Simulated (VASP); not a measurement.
An input for Ansatz (written as the equivalent of a VASP run, and not itself run):

Ansatz 0.2 input:
```yaml
crystal:
  lattice:
    - [3.1522219, 0.0000000, 0.0000000]
    - [-1.5761109, 2.7299042, 0.0000000]
    - [0.0000000, 0.0000000, 8.4309320]
  atoms:
    - { symbol: Sc, position: [0.0000000, 1.0000000, 0.0000000] }
    - { symbol: Sc, position: [0.0000000, 1.0000000, 0.5000000] }
    - { symbol: Si, position: [0.3333330, 0.6666670, 0.2500000] }
    - { symbol: Si, position: [0.6666670, 0.3333330, 0.7500000] }
kpoints:
  mp_grid: { grid: [10, 10, 4] }
hamiltonian:
  xc: r2scan
  pseudopotentials: { kind: paw }
scf:
  occupations: { method: methfessel_paxton, width: 0.1 }
  max_iter: 100
relax:
  max_steps: 60
  f_tol: 0.02
  cell: {}
output: { forces: true, stress: true, eigenvalues: true }
```

Task: Translate this input to VASP (INCAR, KPOINTS, POSCAR, choice of POTCAR).

Result: Several could match; the one computed here: 
File KPOINTS:
```
Automatic mesh
0
G
  10 10 4
0 0 0
```

INCAR:
```
SYSTEM = ScSi
PREC = Accurate
ENCUT = 400
EDIFF = 1E-6
NELM = 100
ALGO = Normal
LREAL = .FALSE.
LASPH = .TRUE.
ISMEAR = 1
SIGMA = 0.1
METAGGA = R2SCAN
LMIXTAU = .TRUE.
LMAXMIX = 4
LWAVE = .FALSE.
LCHARG = .FALSE.
IBRION = 2
ISIF = 3
NSW = 60
EDIFFG = -0.02
```

### POSCAR
```
ScSi
1
    3.1522218744    -0.0000000000    -0.0000000000
   -1.5761109372     2.7299041992    -0.0000000000
    0.0000000000    -0.0000000000     8.4309319668
Sc Si
2 2
Direct
  0.0000000000   1.0000000000   0.0000000000
  0.0000000000   1.0000000000   0.5000000000
  0.3333330000   0.6666670000   0.2500000000
  0.6666670000   0.3333330000   0.7500000000
```

POTCAR, in this order: Sc_sv Si (PBE.64 set). Program: vasp_std.

What does not carry over: each code has its own PAW files, so the cut-off isn't converted (ENCUT is set for VASP's; basis.ecutwfc is left out, and Ansatz then takes the one that its files recommend); Ansatz stops its SCF on the density residual and VASP on the energy change (EDIFF).

The structure was generated: ScSi was put into the NiAs type type (P6_3/mmc), which need not be its known phase. This run relaxes it. Symmetry was kept, so distortions that lower it aren't found. The start is the result of an earlier pass.
